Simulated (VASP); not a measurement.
An input for Ansatz (written as the equivalent of a VASP run, and not itself run):

Ansatz 0.2 input:
```yaml
crystal:
  lattice:
    - [0.0000000, 2.6786970, 2.6786970]
    - [2.6786970, 0.0000000, 2.6786970]
    - [2.6786970, 2.6786970, 0.0000000]
  atoms:
    - { symbol: Co, position: [0.0000000, 0.0000000, 0.0000000] }
    - { symbol: Si, position: [0.2500000, 0.2500000, 0.2500000] }
    - { symbol: Si, position: [0.7500000, 0.7500000, 0.7500000] }
kpoints:
  mp_grid: { grid: [10, 10, 10] }
hamiltonian:
  xc: pbe
  pseudopotentials: { kind: paw }
scf:
  occupations: { method: methfessel_paxton, width: 0.1 }
  max_iter: 100
relax:
  max_steps: 40
  f_tol: 0.01
  cell: { p_target: 2 }
output: { forces: true, stress: true, eigenvalues: true }
```

Task: Translate this input to VASP (INCAR, KPOINTS, POSCAR, choice of POTCAR).

Result: Several could match; the one computed here: 
POSCAR:
```
CoSi2
1.0
  0.0000000000   2.6786970382   2.6786970382
  2.6786970382   0.0000000000   2.6786970382
  2.6786970382   2.6786970382   0.0000000000
Co Si
1 2
Cartesian
  0.0000000000   0.0000000000   0.0000000000
  1.3393485191   1.3393485191   1.3393485191
  4.0180455573   4.0180455573   4.0180455573
```

**KPOINTS**
```
Automatic mesh
0
Gamma
10 10 10
0 0 0
```

INCAR:
```
ALGO  =  Normal
NSW  =  40
SIGMA  =  0.1
LCHARG  =  .False.
LASPH  =  .True.   # aspherical one-centre terms
SYSTEM  =  CoSi2
EDIFFG  =  -0.01
PSTRESS  =  20   # kbar
NELM  =  100
LWAVE  =  .False.
LMAXMIX  =  4   # l cut-off of mixed one-centre charges
EDIFF  =  1E-7   # SCF stop (eV)
GGA  =  PE   # PBE
ISMEAR  =  1
ENCUT  =  480   # plane-wave cut-off (eV)
LREAL  =  .False.
ISIF  =  3   # ions, shape and volume
IBRION  =  2   # conjugate gradients
PREC  =  Accurate
```

POTCAR, in this order: Co Si (PBE.64 set). Program: vasp_std.

What does not carry over: each code has its own PAW files, so the cut-off isn't converted (ENCUT is set for VASP's; basis.ecutwfc is left out, and Ansatz then takes the one that its files recommend); Ansatz stops its SCF on the density residual and VASP on the energy change (EDIFF).

The compound is CoSi2 in the fluorite structure. This run relaxes it under an external pressure of 2 GPa. Symmetry was kept, so distortions that lower it aren't found.
